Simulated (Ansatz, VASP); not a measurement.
**Ge (Sigma5 (001) twist boundary in Ge) in two plane-wave programs**

One calculation is typed for both programs; each brings its own data sets. How far apart do they land? The cell is taken from a series of runs on this material, whose earlier steps may have relaxed, scaled, displaced or heated it; both programs get it as it stands.

Method: plane waves, with VASP 6.6.1 beside it; single point at PBE, in Ansatz 0.2.0.

**1. Set-up**

The cell holds 77 atoms: 77 Ge. Cell: a = 8.946 Å, b = 8.946 Å, c = 22.565 Å, α = 90.0°, β = 90.0°, γ = 90.0°. It derives from Ge (diamond-structure). As first built, before any earlier steps moved the atoms (in the runner's words): diamond-structure Ge (a = 5.658 A); two grains turned against each other by 36.87 deg about [001]; 1 x 1 coincidence cells, 2 lattice periods a grain, two boundaries a cell, upper grain shifted by [0.031, 0.71] of the boundary cell and opened by 0.2 A, one atom of each pair nearer than 2.009 A removed; minimised with a classical potential (cell length normal to the plane free) Then every atom was moved at random, 0.02 A r.m.s. a Cartesian component (hydrogen 0.6 of that). The structure's axis is c.

**2. VASP: single point, PBE**

With cell and atoms fixed, the geometry can't cause a difference; cores, projectors, grids and the points listed under the comparison can.

Lines of VASP's logs that name or quote its potential files are left out, and so is its time.

File INCAR:

```
SYSTEM = Ge
PREC = Accurate
ENCUT = 500
EDIFF = 1E-06
NELM = 120
ISMEAR = -1
SIGMA = 0.05
LREAL = Auto
ALGO = Normal
GGA = PE
NBANDS = 632
LORBIT = 11
LWAVE = .FALSE.
LCHARG = .FALSE.
ISIF = 2
LASPH = .TRUE.
GGA_COMPAT = .FALSE.
NCORE = 2
```

File POSCAR:

```
Ge
1.0
    8.9460800000      0.0000000000      0.0000000000
    0.0000000000      8.9460800000      0.0000000000
    0.0000000000      0.0000000000     22.5646000000
Ge
77
Direct
    0.9960900000      0.9840700000      0.0123000000
    0.1907000000      0.0910800000      0.0742300000
    0.3801600000      0.1949300000      0.0140000000
    0.5900800000      0.2897700000      0.0705100000
    0.8124300000      0.3569100000      0.0110700000
    0.9904500000      0.4946000000      0.0703000000
    0.6902100000      0.0979000000      0.1341600000
    0.8859800000      0.1980100000      0.1965800000
    0.1963900000      0.5967300000      0.0099800000
    0.3967300000      0.7023800000      0.0681400000
    0.5951400000      0.8250500000      0.0047800000
    0.7882500000      0.9020500000      0.0749600000
    0.0857500000      0.2953600000      0.1329300000
    0.2879500000      0.3974500000      0.1920900000
    0.4918300000      0.4966000000      0.1316200000
    0.6878900000      0.5977400000      0.1934000000
    0.8864600000      0.6938200000      0.1331600000
    0.0876400000      0.7969300000      0.1938800000
    0.9855300000      0.9962500000      0.2551200000
    0.1863600000      0.0972200000      0.3183000000
    0.3857600000      0.1923700000      0.2559500000
    0.5824200000      0.2931100000      0.3142400000
    0.7812800000      0.3914600000      0.2555600000
    0.9822600000      0.4974300000      0.3157000000
    0.6772500000      0.1014200000      0.3791600000
    0.8760300000      0.2013400000      0.4419300000
    0.2878900000      0.8906600000      0.1326700000
    0.4907800000      0.9954800000      0.1939200000
    0.1879600000      0.5955000000      0.2546800000
    0.3851900000      0.7019500000      0.3151400000
    0.5873000000      0.7984200000      0.2554700000
    0.7825600000      0.8940700000      0.3192700000
    0.0797800000      0.2960500000      0.3766800000
    0.2764700000      0.4180500000      0.4366600000
    0.4811300000      0.4980200000      0.3713700000
    0.6763000000      0.5768100000      0.4396100000
    0.8752400000      0.6929500000      0.3788700000
    0.0772800000      0.7918200000      0.4408700000
    0.2863400000      0.8954700000      0.3782800000
    0.4659200000      0.0077000000      0.4434600000
    0.6465100000      0.9083800000      0.5129400000
    0.7494000000      0.1127900000      0.5719300000
    0.9468100000      0.5122800000      0.5749300000
    0.9486500000      0.0151800000      0.6342200000
    0.0455400000      0.2141100000      0.6952200000
    0.1596800000      0.9199500000      0.5703700000
    0.2701600000      0.1187500000      0.5093500000
    0.3611900000      0.3111500000      0.5723900000
    0.4669100000      0.5127700000      0.5120300000
    0.5523700000      0.7168000000      0.5740400000
    0.3502400000      0.8151900000      0.6336900000
    0.4425300000      0.0150800000      0.6948500000
    0.5491300000      0.2143000000      0.6341200000
    0.6454900000      0.4161100000      0.6956300000
    0.7473200000      0.6156200000      0.6329400000
    0.8505300000      0.8113600000      0.6961200000
    0.6449200000      0.9131500000      0.7553200000
    0.7413300000      0.1161200000      0.8142000000
    0.8461700000      0.3154900000      0.7560800000
    0.9445600000      0.5151900000      0.8193300000
    0.9273900000      0.0129400000      0.8772300000
    0.9890100000      0.2137900000      0.9464700000
    0.1532100000      0.4138700000      0.6329300000
    0.2476900000      0.6128100000      0.6956200000
    0.0482800000      0.7140800000      0.7591000000
    0.1465400000      0.9150600000      0.8188200000
    0.2428100000      0.1157000000      0.7572500000
    0.3387300000      0.3125800000      0.8208600000
    0.4428100000      0.5159500000      0.7577600000
    0.5474200000      0.7137300000      0.8165900000
    0.3482400000      0.8211500000      0.8779800000
    0.4667100000      0.0106100000      0.9433100000
    0.5506700000      0.2129300000      0.8776600000
    0.6367400000      0.4254100000      0.9350000000
    0.7441600000      0.6218800000      0.8740600000
    0.8353900000      0.8184600000      0.9423800000
    0.1302100000      0.3954400000      0.8826900000
```

File KPOINTS:

```
Automatic mesh
0
Gamma
1 1 1
0 0 0
```

The projector-augmented-wave data sets are Ge_d (PBE family, release 64).

On the command line:

```
mpirun -np 8 vasp_gam
```

Numbers of over 12 decimals in the logs are rounded to 6 here.

The log of the run:

```text
[banner, memory and clock lines left out]
running    8 mpi-ranks, on    1 nodes
[...]
LDA part: xc-table for (Slater+PW92), standard interpolation
 POSCAR, INCAR and KPOINTS ok, starting setup
[...]
entering main loop
       N       E                     dE             d eps       ncg     rms          rms(c)
DAV:   1     0.223260403898E+05    0.22326E+05   -0.42393E+05  1288   0.530E+03
DAV:   2     0.532032445275E+04   -0.17006E+05   -0.16339E+05  1264   0.119E+03
DAV:   3     0.779484750751E+03   -0.45408E+04   -0.43620E+04  1264   0.325E+02
DAV:   4    -0.219479410836E+03   -0.99896E+03   -0.91860E+03  1400   0.142E+02
[...]
DAV:  21    -0.328413989319E+03   -0.26000E-05   -0.45293E-05  1648   0.325E-02    0.280E-03
DAV:  22    -0.328413995890E+03   -0.65710E-05   -0.66853E-05  1160   0.262E-02    0.501E-03
DAV:  23    -0.328413995938E+03   -0.48778E-07   -0.20852E-06   792   0.517E-03
   1 F= -.32841400E+03 E0= -.32827741E+03  d E =-.273176E+00
```

Parts of OUTCAR (step 2):

```text
  FREE ENERGIE OF THE ION-ELECTRON SYSTEM (eV)
  ---------------------------------------------------
  free  energy   TOTEN  =      -328.4139959384 eV

  energy  without entropy=     -328.1408200373  energy(sigma->0) =     -328.27740799
```

The gap is under twice the smearing width, so the edge states are partly filled and the run can't tell a small gap from a semimetal.

**3. Ansatz: single point, PBE**

Ansatz runs on its default PAW (the set named soft_2) files.

The same cell, functional, mesh and smearing now go to Ansatz, which takes its cutoff from its data sets.

File input.yaml:

```yaml
crystal:
  lattice:
    - [8.94608, 0.0, 0.0]
    - [0.0, 8.94608, 0.0]
    - [0.0, 0.0, 22.5646]
  atoms:
    - { symbol: Ge, position: [0.99609, 0.98407, 0.0123] }
    - { symbol: Ge, position: [0.1907, 0.09108, 0.07423] }
    - { symbol: Ge, position: [0.38016, 0.19493, 0.014] }
    - { symbol: Ge, position: [0.59008, 0.28977, 0.07051] }
    - { symbol: Ge, position: [0.81243, 0.35691, 0.01107] }
    - { symbol: Ge, position: [0.99045, 0.4946, 0.0703] }
    - { symbol: Ge, position: [0.69021, 0.0979, 0.13416] }
    - { symbol: Ge, position: [0.88598, 0.19801, 0.19658] }
    - { symbol: Ge, position: [0.19639, 0.59673, 0.00998] }
    - { symbol: Ge, position: [0.39673, 0.70238, 0.06814] }
    - { symbol: Ge, position: [0.59514, 0.82505, 0.00478] }
    - { symbol: Ge, position: [0.78825, 0.90205, 0.07496] }
    - { symbol: Ge, position: [0.08575, 0.29536, 0.13293] }
    - { symbol: Ge, position: [0.28795, 0.39745, 0.19209] }
    - { symbol: Ge, position: [0.49183, 0.4966, 0.13162] }
    - { symbol: Ge, position: [0.68789, 0.59774, 0.1934] }
    - { symbol: Ge, position: [0.88646, 0.69382, 0.13316] }
    - { symbol: Ge, position: [0.08764, 0.79693, 0.19388] }
    - { symbol: Ge, position: [0.98553, 0.99625, 0.25512] }
    - { symbol: Ge, position: [0.18636, 0.09722, 0.3183] }
    - { symbol: Ge, position: [0.38576, 0.19237, 0.25595] }
    - { symbol: Ge, position: [0.58242, 0.29311, 0.31424] }
    - { symbol: Ge, position: [0.78128, 0.39146, 0.25556] }
    - { symbol: Ge, position: [0.98226, 0.49743, 0.3157] }
    - { symbol: Ge, position: [0.67725, 0.10142, 0.37916] }
    - { symbol: Ge, position: [0.87603, 0.20134, 0.44193] }
    - { symbol: Ge, position: [0.28789, 0.89066, 0.13267] }
    - { symbol: Ge, position: [0.49078, 0.99548, 0.19392] }
    - { symbol: Ge, position: [0.18796, 0.5955, 0.25468] }
    - { symbol: Ge, position: [0.38519, 0.70195, 0.31514] }
    - { symbol: Ge, position: [0.5873, 0.79842, 0.25547] }
    - { symbol: Ge, position: [0.78256, 0.89407, 0.31927] }
    - { symbol: Ge, position: [0.07978, 0.29605, 0.37668] }
    - { symbol: Ge, position: [0.27647, 0.41805, 0.43666] }
    - { symbol: Ge, position: [0.48113, 0.49802, 0.37137] }
    - { symbol: Ge, position: [0.6763, 0.57681, 0.43961] }
    - { symbol: Ge, position: [0.87524, 0.69295, 0.37887] }
    - { symbol: Ge, position: [0.07728, 0.79182, 0.44087] }
    - { symbol: Ge, position: [0.28634, 0.89547, 0.37828] }
    - { symbol: Ge, position: [0.46592, 0.0077, 0.44346] }
    - { symbol: Ge, position: [0.64651, 0.90838, 0.51294] }
    - { symbol: Ge, position: [0.7494, 0.11279, 0.57193] }
    - { symbol: Ge, position: [0.94681, 0.51228, 0.57493] }
    - { symbol: Ge, position: [0.94865, 0.01518, 0.63422] }
    - { symbol: Ge, position: [0.04554, 0.21411, 0.69522] }
    - { symbol: Ge, position: [0.15968, 0.91995, 0.57037] }
    - { symbol: Ge, position: [0.27016, 0.11875, 0.50935] }
    - { symbol: Ge, position: [0.36119, 0.31115, 0.57239] }
    - { symbol: Ge, position: [0.46691, 0.51277, 0.51203] }
    - { symbol: Ge, position: [0.55237, 0.7168, 0.57404] }
    - { symbol: Ge, position: [0.35024, 0.81519, 0.63369] }
    - { symbol: Ge, position: [0.44253, 0.01508, 0.69485] }
    - { symbol: Ge, position: [0.54913, 0.2143, 0.63412] }
    - { symbol: Ge, position: [0.64549, 0.41611, 0.69563] }
    - { symbol: Ge, position: [0.74732, 0.61562, 0.63294] }
    - { symbol: Ge, position: [0.85053, 0.81136, 0.69612] }
    - { symbol: Ge, position: [0.64492, 0.91315, 0.75532] }
    - { symbol: Ge, position: [0.74133, 0.11612, 0.8142] }
    - { symbol: Ge, position: [0.84617, 0.31549, 0.75608] }
    - { symbol: Ge, position: [0.94456, 0.51519, 0.81933] }
    - { symbol: Ge, position: [0.92739, 0.01294, 0.87723] }
    - { symbol: Ge, position: [0.98901, 0.21379, 0.94647] }
    - { symbol: Ge, position: [0.15321, 0.41387, 0.63293] }
    - { symbol: Ge, position: [0.24769, 0.61281, 0.69562] }
    - { symbol: Ge, position: [0.04828, 0.71408, 0.7591] }
    - { symbol: Ge, position: [0.14654, 0.91506, 0.81882] }
    - { symbol: Ge, position: [0.24281, 0.1157, 0.75725] }
    - { symbol: Ge, position: [0.33873, 0.31258, 0.82086] }
    - { symbol: Ge, position: [0.44281, 0.51595, 0.75776] }
    - { symbol: Ge, position: [0.54742, 0.71373, 0.81659] }
    - { symbol: Ge, position: [0.34824, 0.82115, 0.87798] }
    - { symbol: Ge, position: [0.46671, 0.01061, 0.94331] }
    - { symbol: Ge, position: [0.55067, 0.21293, 0.87766] }
    - { symbol: Ge, position: [0.63674, 0.42541, 0.935] }
    - { symbol: Ge, position: [0.74416, 0.62188, 0.87406] }
    - { symbol: Ge, position: [0.83539, 0.81846, 0.94238] }
    - { symbol: Ge, position: [0.13021, 0.39544, 0.88269] }
kpoints:
  mp_grid: { grid: [1, 1, 1] }
hamiltonian:
  xc: pbe
scf:
  occupations: { method: fermi_dirac, width: 0.05 }
output:
  forces: true
  eigenvalues: true
  populations: true
  stress: true
```

On the command line:

```
ansatz run input.yaml --threads 8 --pin off --max-ram 15872MiB --backend cpu --events-out ev --progress --plain --runs-dir out
```

The log of the run:

```text
Engine: ansatz 0.2.0, aarch64-unknown-linux-gnu
Pseudopotentials: kind: paw
Pseudopotential: Ge, paw, valence charge 14, recommended cutoff 420 eV (normal), Ge.paw.azcp
Functional definition: PBE
  parameter kappa = 0.804
  parameter beta = 0.066725
  exchange = pbe_x(kappa = kappa, mu = beta*pi^2/3)
  correlation = pbe_c(beta = beta)
Crystal: 77 atoms, lattice volume = 1805.898 Å³
Basis set: ecut = 420 eV, 35251 PW (Γ), exchange–correlation on 120×120×320 points (8 copies of the dense FFT grid, shifted against one another)
Bands: 647, of which v1, the nominal top of the filled ones, is band 539 counted from 1 (538 counted from 0)
Symmetry: 1 space group operations
Space group: P1 (ITA 1), of the structure as read, at distance tolerance 1.2e-4 Å
k-points: 1
Non-local potential: Ge, projectors of the file, l = 0: 2, l = 1: 2, l = 2: 3, l = 3: 1
PAW form: soft (Blöchl's): semilocal exchange-correlation on the pseudo side does not see the compensation charge
PAW one-centre angular grid: Ge, 590 points (default); XC on 64 Gauss nodes
Initial density: superposition of atomic densities (neutral atoms: chi_scale 0, normalization atom), corrected by the library's trained network
Initial wavefunctions: pseudopotential atomic-orbital guess
Functional: x = pbe(κ = 0.804, μ = 0.219515), c = pbe(β = 0.066725)
SCF iter   1: F=—  HF=-330694.390100 eV  |F-HF|=—  |Δ(HF+E_count)|=         —  Δρ=3.52e-3  dr2=7.41e-1  ethr=1.77e-3  ⟨swp⟩=6.0  Hψ=2286  notcnv=0
preconditioner: auto → LDOS  [metal: Δε(μ)=0.047 eV  Ē_g=22.248 eV  σ=0.050 eV  W_gap=0.23  n_scr=484 (ndim 8)  ℏωp=28.7 eV  f_vac=0.067  D(μ)=29.55/eV (n_scr^D=168)  β→1.0]
SCF iter   2: F=—  HF=-330694.293674 eV  |F-HF|=—  |Δ(HF+E_count)|=   9.64e-2  Δρ=2.11e-3  dr2=1.29e-1  ethr=6.88e-5  ⟨swp⟩=2.0  Hψ=1269  notcnv=0  defer=85
SCF iter   3: F=—  HF=-330694.259847 eV  |F-HF|=—  |Δ(HF+E_count)|=   3.38e-2  Δρ=7.69e-4  dr2=2.99e-2  ethr=1.20e-5  ⟨swp⟩=2.0  Hψ=1124  notcnv=0  defer=85
SCF iter   4: F=—  HF=-330694.253172 eV  |F-HF|=—  |Δ(HF+E_count)|=   6.67e-3  Δρ=2.79e-4  dr2=5.33e-3  ethr=2.77e-6  ⟨swp⟩=2.0  Hψ=1102  notcnv=0  defer=85
SCF iter   5: F=—  HF=-330694.252899 eV  |F-HF|=—  |Δ(HF+E_count)|=   2.73e-4  Δρ=1.06e-4  dr2=6.36e-4  ethr=4.94e-7  ⟨swp⟩=2.0  Hψ=687  notcnv=0  defer=85
SCF iter   6: F=—  HF=-330694.252865 eV  |F-HF|=—  |Δ(HF+E_count)|=   3.40e-5  Δρ=3.90e-5  dr2=9.39e-5  ethr=5.90e-8  ⟨swp⟩=3.0  Hψ=1324  notcnv=0  defer=85
SCF iter   7: F=—  HF=-330694.253031 eV  |F-HF|=—  |Δ(HF+E_count)|=   1.66e-4  Δρ=1.88e-5  dr2=2.32e-5  ethr=8.71e-9  ⟨swp⟩=2.0  Hψ=764  notcnv=0  defer=85
SCF iter   8: F=—  HF=-330694.253029 eV  |F-HF|=—  |Δ(HF+E_count)|=   2.07e-6  Δρ=8.24e-6  dr2=4.59e-6  ethr=2.15e-9  ⟨swp⟩=2.0  Hψ=1055  notcnv=0  defer=85
SCF iter   9: F=—  HF=-330694.253029 eV  |F-HF|=—  |Δ(HF+E_count)|=   7.24e-8  Δρ=3.74e-6  dr2=8.72e-7  ethr=4.26e-10  ⟨swp⟩=2.0  Hψ=681  notcnv=0  defer=85
SCF iter  10: F=—  HF=-330694.253029 eV  |F-HF|=—  |Δ(HF+E_count)|=   4.06e-8  Δρ=1.41e-6  dr2=1.29e-7  ethr=8.09e-11  ⟨swp⟩=2.0  Hψ=687  notcnv=0  defer=85
SCF iter  11: F=-330694.253029 eV  HF=-330694.253029 eV  |F-HF|=1.76e-8  |Δ(HF+E_count)|=   2.44e-9  Δρ=6.68e-7  dr2=2.38e-8  ethr=9.28e-12  ⟨swp⟩=8.0  Hψ=2588  notcnv=0
SCF 1 converged in 11 iterations: F = -330694.253029 eV  dr2 = 2.38e-8
  greatest PAW one-centre occupation: 0.998 electrons in one spin orbital (limit 2), on the Ge atom at site 8 (counted from 0), in its partial waves of l = 2
SCF converged after 11 iterations
Free energy (F): -330694.253029 eV
Harris-Foulkes:  -330694.253029 eV  (|F-HF|=1.76e-8)
Internal energy: -330693.980501 eV  (E = F + TS)
E sigma→0 (E₀):  -330694.116765 eV
Entropy (-TS):   -0.272528 eV (-3.539 meV/atom)
Fermi energy:    8.010912 eV
--- Per-component energies (eV) ---
  E_band       = -11974.067405
  E_kinetic    = 8591.374973
  E_local      = -198251.587445  (includes V_loc(G=0)·N_el)
  E_nonlocal   = 32181.401638
  E_hartree    = 87234.295452
  E_xc         = -5826.798693
  E_vxc        = -4981.974129  (∫ρ·V_xc dr)
  E_paw        = -155467.191249  (= ΣΔE_a)
  E_vpaw       = -23981.899253  (= ΣTr[D̂ρ^β])
  E_aug_tail   = 0.025172  (compensation charges beyond the density's cutoff)
  E_ewald      = -99155.500348
  E_smearing   = -0.272528  (= −TS)
  E_closure    = 0.000000  (closes the sum)
  Σ components = -330694.253029   (vs F -330694.253029, Δ=0.00e0)
--- Forces (eV/Å), atoms counted from 1 ---
  atom   1  Ge     0.65443847    -0.43091655     0.09296635
  atom   2  Ge    -0.23409184    -0.05443812     0.33284578
  atom   3  Ge    -0.39594368     0.91268415    -0.63795749
  atom   4  Ge     0.20054738    -0.24148074     0.07118380
  atom   5  Ge    -0.25803113    -0.05490666    -0.17910681
  atom   6  Ge     0.27626265     0.56455552    -0.09612508
  atom   7  Ge    -0.16477366     0.13379490     0.60574796
[...]
atom  75  Ge     0.56304759    -0.27919387     0.88739596
  atom  76  Ge     0.08861112    -0.99260926    -0.16284185
  atom  77  Ge     0.36551203     0.66832138     1.24937444
  max |Σ_I F_I| component: 6.06e-6 eV/Å
--- Stress (GPa, compression-positive) ---
        5.583631       0.111510       0.937729
        0.111510       4.908394      -0.340976
        0.937729      -0.340976       6.026307
  P = ⅓ Tr σ = 5.5061 GPa (55.061 kbar)
--- Band table (eV) ---
  k-point 0: bands = [... 535 lower, 7.7926, 7.8867, 7.9216, 7.9892, 8.0230, 8.1054, 8.1546, 8.3196, ... 104 higher]
--- Löwdin populations: 77 sites ---
  site symbol       q [e]
     0     Ge     14.0306
     1     Ge     13.9883
     2     Ge     14.0525
     3     Ge     13.9518
     4     Ge     13.9877
     5     Ge     14.0033
     6     Ge     13.9855
     7     Ge     13.9848
     8     Ge     13.9770
     9     Ge     13.9754
    10     Ge     13.9958
    11     Ge     13.9509
    12     Ge     13.9562
    13     Ge     13.9721
    14     Ge     13.9577
    15     Ge     13.9728
    16     Ge     13.9595
    17     Ge     13.9754
    18     Ge     13.9539
    19     Ge     13.9670
    20     Ge     13.9923
    21     Ge     13.9705
    22     Ge     13.9824
    23     Ge     13.9419
[...]
69     Ge     13.9544
    70     Ge     14.0332
    71     Ge     13.9804
    72     Ge     13.9607
    73     Ge     14.0001
    74     Ge     13.9994
    75     Ge     13.9400
    76     Ge     13.9562
  spilling = 0.001650 (of n_electrons = 1078.000000)
```

The run ends at a pressure of 5.51 GPa, with forces up to 1.7 eV/Å.

**4. Differences**

Known differences besides the potentials themselves: the cutoff is 420 eV in Ansatz and 500 eV in VASP (PREC = Accurate, projectors in real space). Total energies have different zeros and are not compared.

Both answers:

```csv
quantity,Ansatz,VASP,difference
pressure (GPa),5.51,5.38,+0.13
```

Forces on 10 of the 77 atoms, those with the largest forces and the largest differences (eV/Å; atoms numbered as in POSCAR):

| atom | Ansatz x, y, z | VASP x, y, z |
| --- | --- | --- |
| Ge3 | -0.396, 0.913, -0.638 | -0.399, 0.913, -0.636 |
| Ge9 | -0.441, -0.509, -1.601 | -0.440, -0.512, -1.601 |
| Ge38 | 0.761, -0.201, 1.153 | 0.761, -0.201, 1.156 |
| Ge43 | 0.209, -0.056, -1.677 | 0.208, -0.056, -1.677 |
| Ge46 | -0.936, -0.275, -1.005 | -0.937, -0.278, -1.007 |
| Ge49 | -0.148, -0.044, 0.219 | -0.148, -0.042, 0.226 |
| Ge61 | 0.158, 0.095, -0.571 | 0.153, 0.098, -0.574 |
| Ge71 | -0.042, -0.434, 1.039 | -0.044, -0.433, 1.037 |
| Ge76 | 0.089, -0.993, -0.163 | 0.091, -0.995, -0.168 |
| Ge77 | 0.366, 0.668, 1.249 | 0.367, 0.670, 1.250 |

The forces differ by 1.8 meV/Å r.m.s., which is 0.4 % of the r.m.s. force of 0.407 eV/Å (both taken over all components).

**5. Summary of results**

```
r.m.s. force difference (single point, PBE) : 0.44 % of the r.m.s. force
```

In words: The r.m.s. force difference is 0.44 % of the r.m.s. force (single point, PBE), within the 3 % picked in this series as the mark of a large difference. How closely two codes agree says nothing of how well the functional describes the real material.

[Lines on the potential files, build, host, timing and source positions are cut from VASP's logs without a mark.]

[Logs are printed without paths, hosts, clocks, repeated set-up lines and the standing remarks that a program may print on its own settings, such as how far it seeks lower states.]

[Hosts, paths, dates, database ids (printed as entryN), source tags and the programs' standing remarks are cut or masked in the printed files.]
